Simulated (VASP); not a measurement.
The input files of a VASP run:

### POSCAR
```
Cu3Au
7.4275680
  0.4999999867   0.0000000000   0.0000000000
  0.0000000000   0.4999999867   0.0000000000
  0.0000000000   0.0000000000   0.4999999867
Cu Au
3 1
Cart
  0.0000000000   0.2499999933   0.2499999933
  0.2499999933   0.0000000000   0.2499999933
  0.2499999933   0.2499999933   0.0000000000
  0.0000000000   0.0000000000   0.0000000000
```

KPOINTS:
```
Automatic mesh
0
Gamma
9 9 9
0 0 0
```

INCAR:
```
ALGO  =  Normal
EDIFF  =  1E-7
ENCUT  =  400
GGA  =  PS
ISIF  =  2
ISMEAR  =  -5
LASPH  =  .TRUE.
LCHARG  =  .TRUE.
LMAXMIX  =  6
LORBIT  =  11
LREAL  =  .FALSE.
LWAVE  =  .FALSE.
NEDOS  =  601
NELM  =  100
PREC  =  Accurate
SYSTEM  =  Cu3Au
```

POTCAR, in this order: Cu Au (PBE.64 set). Program: vasp_std.

Q: Translate this PBEsol calculation to Ansatz.

A: One equivalent input (not run):
Ansatz 0.2 input:
```yaml
crystal:
  lattice:
    - [3.7137839, 0.0000000, 0.0000000]
    - [0.0000000, 3.7137839, 0.0000000]
    - [0.0000000, 0.0000000, 3.7137839]
  atoms:
    - { symbol: Cu, position: [0.0000000, 0.5000000, 0.5000000] }
    - { symbol: Cu, position: [0.5000000, 0.0000000, 0.5000000] }
    - { symbol: Cu, position: [0.5000000, 0.5000000, 0.0000000] }
    - { symbol: Au, position: [0.0000000, 0.0000000, 0.0000000] }
kpoints:
  mp_grid: { grid: [9, 9, 9] }
hamiltonian:
  xc: pbesol
  pseudopotentials: { kind: paw }
scf:
  occupations: { method: tetrahedron }
  max_iter: 100
output: { forces: true, stress: true, eigenvalues: true }
```
What does not carry over: each code has its own PAW files, so the cut-off isn't converted (ENCUT is set for VASP's; basis.ecutwfc is left out, and Ansatz then takes the one that its files recommend); Ansatz stops its SCF on the density residual and VASP on the energy change (EDIFF).

The compound is Cu3Au in the L1_2 structure. It was relaxed first.
